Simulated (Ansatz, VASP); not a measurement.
## Cross-check of Ta2O5 between VASP and Ansatz

Aim: how closely do two programs agree when they are given the same cell, functional and k mesh? The cell is taken from a series of runs on this material, whose earlier steps may have relaxed, scaled, displaced or heated it; both programs get it as it stands.

Program: Ansatz 0.2.0. Level of theory: plane waves, with VASP 6.6.1 beside it; relaxation of cell and atoms at PBEsol. Results are calculated unless marked as measured.

**1. Set-up**

It takes space group Cmmm (No. 65, orthorhombic). Conventional cell: a = 3.839 Å, b = 13.002 Å, c = 3.859 Å, α = 90.00°, β = 90.00°, γ = 90.00°. Ta has 6 O at 1.90 to 2.19 Å nearest. Nearest to O lie 2 Ta at 1.93 Å. O has 3 Ta at 1.99 to 2.19 Å nearest. Nearest to O lie 2 Ta at 1.90 Å. Farther neighbours and most contacts between anions are not listed. That group holds within 0.01 Å; judged at 0.001 Å it is P2/m (No. 10).

**2. VASP: relaxation of cell and atoms, PBEsol, pair 1**

The relaxed volume is the usual yardstick between codes: in a stiff, nearly cubic crystal its relative difference is about their pressure difference at one cell divided by the bulk modulus.

Lines of VASP's logs that name or quote its potential files are left out, and so is its time.

Contents of INCAR:

```
SYSTEM = Ta2O5
PREC = Accurate
ENCUT = 600
EDIFF = 1E-07
NELM = 120
ISMEAR = 0
SIGMA = 0.01
LREAL = .FALSE.
ALGO = Normal
GGA = PS
NBANDS = 33
LASPH = .TRUE.
LORBIT = 11
LWAVE = .FALSE.
LCHARG = .FALSE.
ISIF = 3
IBRION = 2
NSW = 80
EDIFFG = -0.005
GGA_COMPAT = .FALSE.
NELMIN = 4
EFERMI = MIDGAP
KPAR = 2
```

Contents of POSCAR:

```
Ta2O5
1.0
    3.8393230000      0.0000000000     -0.0290390000
    0.0000000000      3.8587000000      0.0000000000
   -1.8673110000      0.0000000000      6.5153370000
Ta O
2 5
Direct
    0.6462169760      0.0000000000      0.7922599391
    0.3537832850      0.0000000000      0.2077400621
    0.6501031149      0.5000000000      0.7993284683
    0.3498971461      0.5000000000      0.2006715329
    0.1852485340      0.0000000000      0.8702278074
    0.8147517270      0.0000000000      0.1297721937
    0.5000000000      0.0000000000      0.5000000000
```

Contents of KPOINTS:

```
Automatic mesh
0
Gamma
6 6 4
0 0 0
```

The projector-augmented-wave data sets are Ta_pv and O (PBE family, release 64).

Launch:

```bash
$ mpirun -np 2 vasp_std
```

Numbers of over 12 decimals in the logs are rounded to 6 here.

The program printed:

```text
[banner, memory and clock lines left out]
running    2 mpi-ranks, on    1 nodes
 distrk:  each k-point on    1 cores,    2 groups
 distr:  one band on    1 cores,    1 groups

 POSCAR found type information on POSCAR TaO
 POSCAR found :  2 types and       7 ions
|                                                                             |
|               ----> ADVICE to this user running VASP <----                  |
|                                                                             |
|     You enforced a specific xc type in the INCAR file but a different       |
|     [... a line on the potential file left out ...]
|     I HOPE YOU KNOW WHAT YOU ARE DOING!                                     |
|                                                                             |

 LDA part: xc-table for (Slater+PW92), standard interpolation
 POSCAR, INCAR and KPOINTS ok, starting setup
 FFT: planning ... GRIDC
 FFT: planning ... GRID_SOFT
 FFT: planning ... GRID
 WAVECAR not read
 entering main loop
       N       E                     dE             d eps       ncg     rms          rms(c)
DAV:   1     0.497153225976E+03    0.49715E+03   -0.31771E+04  3696   0.174E+03
DAV:   2    -0.511546327181E+02   -0.54831E+03   -0.53473E+03  4674   0.455E+02
DAV:   3    -0.842925849074E+02   -0.33138E+02   -0.33012E+02  4506   0.114E+02
DAV:   4    -0.847347644382E+02   -0.44218E+00   -0.44155E+00  4471   0.146E+01
DAV:   5    -0.847417592268E+02   -0.69948E-02   -0.69905E-02  4461   0.178E+00    0.498E+01
DAV:   6    -0.716266733265E+02    0.13115E+02   -0.65262E+01  4400   0.513E+01    0.192E+01
DAV:   7    -0.712655602328E+02    0.36111E+00   -0.35137E+00  4396   0.117E+01    0.120E+01
DAV:   8    -0.711489981111E+02    0.11656E+00   -0.46339E-01  4687   0.559E+00    0.162E+00
DAV:   9    -0.711408748347E+02    0.81233E-02   -0.34690E-02  4432   0.144E+00    0.371E-01
DAV:  10    -0.711409476910E+02   -0.72856E-04   -0.62773E-03  4261   0.534E-01    0.151E-01
DAV:  11    -0.711416450519E+02   -0.69736E-03   -0.95801E-04  4584   0.203E-01    0.414E-02
DAV:  12    -0.711417884979E+02   -0.14345E-03   -0.22535E-04  4493   0.109E-01    0.468E-02
DAV:  13    -0.711418391331E+02   -0.50635E-04   -0.48763E-05  4254   0.402E-02    0.641E-03
DAV:  14    -0.711418482497E+02   -0.91166E-05   -0.10225E-05  4646   0.163E-02    0.394E-03
DAV:  15    -0.711418490406E+02   -0.79085E-06   -0.18336E-06  4383   0.752E-03    0.167E-03
DAV:  16    -0.711418491497E+02   -0.10913E-06   -0.28167E-07  3892   0.325E-03    0.506E-04
DAV:  17    -0.711418491498E+02   -0.97316E-10   -0.29239E-08  2193   0.119E-03
   1 F= -.71141849E+02 E0= -.71141849E+02  d E =-.711418E+02
[...]
2 F= -.71138221E+02 E0= -.71138221E+02  d E =0.362860E-02
[...]
3 F= -.71142897E+02 E0= -.71142897E+02  d E =-.104769E-02
[...]
4 F= -.71142907E+02 E0= -.71142907E+02  d E =-.100448E-04
[...]
5 F= -.71142916E+02 E0= -.71142916E+02  d E =-.189444E-04
 curvature:  -0.26 expect dE=-0.358E-05 dE for cont linesearch -0.225E-07
 trial: gam= 0.22054 g(F)=  0.104E-04 g(S)=  0.339E-05 ort =-0.256E-05 (trialstep = 0.794E+00)
 search vector abs. value=  0.164E-04
 bond charge predicted
       N       E                     dE             d eps       ncg     rms          rms(c)
DAV:   1    -0.711429187371E+02   -0.29689E-05   -0.20033E-03  3696   0.302E-01    0.140E-02
DAV:   2    -0.711429237255E+02   -0.49884E-05   -0.12182E-04  3710   0.712E-02    0.837E-03
DAV:   3    -0.711429221968E+02    0.15287E-05   -0.52665E-06  4591   0.161E-02    0.448E-03
DAV:   4    -0.711429217529E+02    0.44385E-06   -0.10385E-06  4322   0.684E-03    0.210E-03
DAV:   5    -0.711429216864E+02    0.66509E-07   -0.15989E-07  2942   0.394E-03
   6 F= -.71142922E+02 E0= -.71142922E+02  d E =-.590383E-05
 trial-energy change:   -0.000006  1 .order   -0.000006   -0.000011   -0.000001
 step:   0.9153(harm=  0.9153)  dis= 0.00042  next Energy=   -71.142922 (dE=-0.607E-05)
 reached required accuracy - stopping structural energy minimisation
```

Parts of OUTCAR (step 2):

```text
ion  position               nearest neighbor table
   1  0.646  0.000  0.792-   7 1.90   3 1.93   3 1.93   5 1.99   5 1.99   6 2.19   2 3.31   2 3.31

  LATTYP: Found a simple monoclinic cell.
 ALAT       =     3.8394328177
 B/A-ratio  =     1.0050182366
 C/A-ratio  =     1.7652723571
 COS(beta)  =    -0.2827730746

 Subroutine GETGRP returns: Found  4 space group operations
 (whereof  4 operations were pure point group operations)

The static configuration has the point symmetry C_2h.

 Found     56 irreducible k-points:

   k-points           NKPTS =     56   k-points in BZ     NKDIM =     56   number of bands    NBANDS=     33

   dimension x,y,z NGX =    32 NGY =   32 NGZ =   54
   dimension x,y,z NGXF=    64 NGYF=   64 NGZF=  108

   ENCUT  =  600.0 eV  44.10 Ry    6.64 a.u.   7.67  7.71 13.54*2*pi/ulx,y,z

   NELECT =      52.0000    total number of electrons

 k-points in reciprocal lattice and weights: Automatic mesh
   0.00000000  0.00000000  0.00000000       0.007
   0.16666667  0.00000000  0.00000000       0.014
   0.33333333  0.00000000  0.00000000       0.014
   0.50000000  0.00000000  0.00000000       0.007
   0.00000000  0.16666667  0.00000000       0.014
   0.16666667  0.16666667  0.00000000       0.028
   0.33333333  0.16666667  0.00000000       0.028
   0.50000000  0.16666667  0.00000000       0.014
   0.00000000  0.33333333  0.00000000       0.014
[...]
0.33333333  0.50000000  0.50000000       0.014
   0.50000000  0.50000000  0.50000000       0.007

 average (electrostatic) potential at core
       1 -41.4910       2 -41.4910       3 -72.5214       4 -72.5214       5 -73.4855
       6 -73.4855       7 -73.4294

 E-fermi :   1.9559

 k-point     1 :       0.0000    0.0000    0.0000
  band No.  band energies     occupation
    ...
     22      -0.1632      2.00000
     23      -0.0227      2.00000
     24       0.1000      2.00000
     25       0.3068      2.00000
     26       0.3128      2.00000
     27       3.0458      0.00000
     28       3.4736      0.00000
     29       3.6598      0.00000
     30       5.1197      0.00000
     31       5.2440      0.00000
    ...

 k-point     2 :       0.1667    0.0000    0.0000
  band No.  band energies     occupation
    ...
     22      -0.2631      2.00000
     23      -0.2150      2.00000
     24       0.1065      2.00000
     25       0.1358      2.00000
     26       0.1808      2.00000
     27       3.5416      0.00000
     28       3.7622      0.00000
     29       3.9009      0.00000
     30       4.2834      0.00000
     31       5.4181      0.00000
    ...

 k-point     3 :       0.3333    0.0000    0.0000
  band No.  band energies     occupation
    ...
     22      -0.5247      2.00000
     23      -0.3001      2.00000
     24      -0.1168      2.00000
     25      -0.0420      2.00000
     26       0.2001      2.00000
     27       3.4239      0.00000
     28       3.8799      0.00000
     29       4.5564      0.00000
     30       4.9441      0.00000
     31       5.6434      0.00000
    ...

  Total        0.0007455      0.0053611     -0.0157736      0.0000000      0.0000000     -0.0007104
  in kB        0.0123556      0.0888496     -0.2614138      0.0000000      0.0000000     -0.0117737
  external PRESSURE =      -0.0534029 kB  Pullay stress =       0.0000000 kB

  energy-cutoff  :      600.00
  volume of cell :       96.67
      direct lattice vectors                 reciprocal lattice vectors
     3.844165068  0.000000000 -0.029132995     0.260700956  0.000000000  0.074743695
     0.000000000  3.864533401  0.000000000     0.000000000  0.258763451  0.000000000
    -1.869777741  0.000000000  6.521658382     0.001164581  0.000000000  0.153669120

 POSITION                                       TOTAL-FORCE (eV/Angst)
 -----------------------------------------------------------------------------------
      1.00282      0.00000      5.14901        -0.000179     -0.000000     -0.001180
      0.97157      0.00000      1.34352         0.000179      0.000000      0.001180
      1.00452      1.93227      5.19409        -0.000247     -0.000000      0.000573
      0.96986      1.93227      1.29843         0.000247     -0.000000     -0.000573
     -0.91502      0.00000      5.67053        -0.000079      0.000000      0.001342
      2.88941      3.86453      0.82200         0.000079     -0.000000     -0.001342
      0.98719      0.00000      3.24626         0.000000     -0.000000      0.000000
 -----------------------------------------------------------------------------------
    total drift:                               -0.002614     -0.000000     -0.000002

  FREE ENERGIE OF THE ION-ELECTRON SYSTEM (eV)
  ---------------------------------------------------
  free  energy   TOTEN  =       -71.1429216864 eV

  energy  without entropy=      -71.1429216864  energy(sigma->0) =      -71.14292169

 reached required accuracy - stopping structural energy minimisation

 total charge
# of ion       s       p       d       tot
------------------------------------------
    1        0.354   6.360   2.119   8.834
    2        0.354   6.360   2.119   8.834
    3        1.564   3.506   0.000   5.070
    4        1.564   3.506   0.000   5.070
    5        1.553   3.541   0.000   5.094
    6        1.553   3.541   0.000   5.094
    7        1.562   3.522   0.000   5.083
--------------------------------------------------
tot          8.503  30.336   4.239  43.078

[... 3 further parts left out ...]
```

The run keeps the 4 symmetry operations of its start, so it cannot find a distortion of lower symmetry.

[end of part 1 of 2]

[Lines on the potential files, build, host, timing and source positions are cut from VASP's logs without a mark.]

[Logs are printed without paths, hosts, clocks, repeated set-up lines and the standing remarks that a program may print on its own settings, such as how far it seeks lower states.]

[Hosts, paths, dates, database ids (printed as entryN), source tags and the programs' standing remarks are cut or masked in the printed files.]
